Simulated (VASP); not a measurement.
OSZICAR of a VASP run on AuZn (CsCl type):

File OSZICAR:
```
       N       E                     dE             d eps       ncg     rms          rms(c)
DAV:   1     0.652875825796E+02    0.65288E+02   -0.11608E+04  3868   0.197E+03
DAV:   2    -0.613592799993E+02   -0.12665E+03   -0.12267E+03  3948   0.344E+02
DAV:   3    -0.654307802417E+02   -0.40715E+01   -0.40553E+01  4501   0.720E+01
DAV:   4    -0.654565343776E+02   -0.25754E-01   -0.25752E-01  4578   0.493E+00
DAV:   5    -0.654568599336E+02   -0.32556E-03   -0.32555E-03  4557   0.569E-01    0.984E+00
DAV:   6    -0.598896899806E+02    0.55672E+01   -0.54018E+00  3871   0.298E+01    0.707E+00
DAV:   7    -0.598641900377E+02    0.25500E-01   -0.31354E-01  4221   0.796E+00    0.381E+00
DAV:   8    -0.598745409121E+02   -0.10351E-01   -0.24304E-01  4137   0.645E+00    0.970E-01
DAV:   9    -0.599227479971E+02   -0.48207E-01   -0.38010E-02  4088   0.335E+00    0.226E-01
DAV:  10    -0.599238917201E+02   -0.11437E-02   -0.48795E-03  4312   0.770E-01    0.721E-02
DAV:  11    -0.599239795368E+02   -0.87817E-04   -0.22901E-03  4116   0.555E-01    0.517E-02
DAV:  12    -0.599242247292E+02   -0.24519E-03   -0.21197E-04  4067   0.165E-01    0.268E-02
DAV:  13    -0.599242113291E+02    0.13400E-04   -0.33199E-05  4298   0.864E-02    0.107E-02
DAV:  14    -0.599242238118E+02   -0.12483E-04   -0.21016E-05  4053   0.722E-02    0.392E-03
DAV:  15    -0.599242237478E+02    0.63977E-07   -0.17765E-06  4046   0.217E-02    0.170E-03
DAV:  16    -0.599242236536E+02    0.94142E-07   -0.26235E-07  3563   0.706E-03
   1 F= -.59924224E+02 E0= -.59924120E+02  d E =-.310434E-03
```

Q: Which electronic solver shows in the log?

A: It is blocked Davidson (ALGO = Normal, or the opening steps of other solvers). The INCAR had ALGO = Normal.

Q: Can the final energy be trusted as converged?

A: Self-consistency was reached. It stopped with EDIFF = 1E-7, NELM = 100 (r2SCAN meta-GGA, plane waves, VASP's PBE PAW potentials (set 64)).

The compound is AuZn in the CsCl type structure. This cell was strained or had an atom moved on purpose. The electron count is odd and the run is not spin-polarised, which forces a metal.
